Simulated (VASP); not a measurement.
Here is the system:

LiCl is modelled in the cubic space group Fm-3m (No. 225), the rock salt structure, Pearson symbol cF8. Lattice parameters: a = b = c = 5.1497 Å, α = β = γ = 90.00°. Li on 4a sees 6 Cl at 2.575 Å (octahedral). Cl on 4b is surrounded by 6 Li at 2.575 Å (octahedral). (Neighbours: up to the widest gap in distance over summed covalent radii, below 1.35, at either atom; cation-cation and far metal-metal contacts left out.)
(The calculation used a cell of 2 atoms; values per cell refer to that cell.)

The numbers are results of PBE GGA, VASP's PBE PAW potentials (set 64) (plane waves; VASP), not measurements. Settings: 520 eV cut-off, 9×9×9 Γ-centred mesh, Gaussian smearing of 0.050 eV, potentials Li_sv Cl.

Give the energy at these volumes per atom, relative to the lowest: 15.96, 16.47, 16.97, 17.48, 17.99 Å³.

8.0, 2.2, 0.0, 0.9, 4.5 meV/atom. A third-order Birch-Murnaghan fit gives B0 = 31.8 GPa and B0′ = 4.1.

The compound is LiCl in the rock salt structure. It was relaxed first.
